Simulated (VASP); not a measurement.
SiB:

```
Si B
1.0
     2.41487    0.00000    0.00000
    -1.20744    2.09134    0.00000
     0.00000    0.00000    5.39069
Si B
1 1
Direct
  0.00000 0.00000 0.23547
  0.00000 0.00000 0.70936
```

The cell was built by a generator and needn't be a form met in nature.

| Item | Value |
| --- | --- |
| Program | VASP 6.6.1 |
| Task | relaxation of cell and atoms |
| Functional | PBE |
| Potentials or basis | VASP PAW PBE potentials, release 64 (Si, B) |
| Cutoff | 520 eV |
| k mesh | 10 × 10 × 4 |
| Occupations | gaussian, width 0.15 eV |
| Spin | no spin polarisation |

At the start: pressure -12.4 GPa; volume 13.61 Å³/atom.

Q: How do energy, volume and symmetry change on relaxing?

A: Over 12 steps the energy falls by 492.4 meV/atom and the volume is 11.18 Å³/atom (-17.9 %); space group P6/mmm (No. 191, to 0.05 Å).

The path:
```csv
step,energy change (eV),largest force (eV/Å),pressure (GPa),volume (Å³)
1,0.0000,0.4231,-12.43,27.22
2,-0.5387,0.0597,-3.82,23.20
3,4.4865,16.9297,210.66,14.58
4,-0.6213,0.2190,-1.36,22.54
5,-0.2932,3.6710,47.11,18.40
6,-0.7121,0.6865,4.62,21.53
7,-0.7316,1.1770,10.83,20.82
8,-0.7681,1.4981,23.04,20.14
9,-0.8294,1.6381,15.83,20.46
10,-0.9795,0.3289,1.37,22.25
11,-0.9812,0.1539,2.38,22.06
12,-0.9847,0.0209,-0.02,22.35
```

Final structure:
```
Si B
1.0
     2.47030    0.00000    0.00000
    -1.23515    2.13934    0.00000
     0.00000    0.00000    4.22945
Si B
1 1
Direct
  0.00000 0.00000 0.22258
  0.00000 0.00000 0.72224
```

Caveat: the volume moved by over 15 % at a fixed basis, so the end points are rough.
